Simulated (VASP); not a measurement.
Input:

```xyz
2
Lattice="0.0000 2.3598 2.3598 2.3598 0.0000 2.3598 2.3598 2.3598 0.0000" Properties=species:S:1:pos:R:3 pbc="T T T"
Ca     0.0000     0.0000     0.0000
O      2.3598     2.3598     2.3598
```

These are LDA (Ceperley-Alder, Perdew-Zunger), VASP's LDA PAW potentials (set 64) (plane waves; VASP) values and carry that method's errors. Run with 520 eV cut-off, 9×9×9 Γ-centred mesh, Gaussian smearing of 0.050 eV, potentials Ca_sv O.

Estimate the energy per atom (σ→0).

```yaml
energy per atom (σ→0): -7.111 eV/atom
```

The compound is CaO in the rock salt structure. It was relaxed first, which changed the volume by -6 %. The start is the result of an earlier pass.
